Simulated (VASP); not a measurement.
Input of a VASP 6.6.1 run:

File INCAR:

```
PREC = Accurate
ENCUT = 500
EDIFF = 1E-7
ISMEAR = -1
SIGMA = 0.05
LREAL = False
LASPH = True
NELM = 100
ALGO = Normal
ISIF = 2
LWAVE = False
LCHARG = False
GGA = PS
LEFG = True
```

File KPOINTS:

```
Automatic mesh
0
Gamma
  11 11 6
```

The input POSCAR:

```
Sc
1.0
    3.3090000000      0.0000000000      0.0000000000
   -1.6545000000      2.8656780611      0.0000000000
    0.0000000000      0.0000000000      5.2733000000
Sc
2
Direct
    0.3333333333      0.6666666667      0.2500000000
    0.6666666667      0.3333333333      0.7500000000
```

Potentials or basis: VASP PAW PBE potentials, release 64 (Sc_sv).

Launch:

```sh
$ cat potpaw_PBE.64/Sc_sv/POTCAR > POTCAR
$ mpirun -np 1 vasp_std > vasp.out
```

Question: What does it give for the band gap on the k mesh?

Answer: None (metal or under the smearing width).

Question: Predict the pressure.

Answer: -2.9 GPa.

Electric field gradients, principal values (V/Å²):
| atom | Vxx | Vyy | Vzz |
| --- | --- | --- | --- |
| 1 Sc | -4.830 | -4.832 | 9.661 |
| 2 Sc | -4.830 | -4.832 | 9.661 |

Caveat: the PAW data sets were made with another functional, which shifts forces and pressure a little.
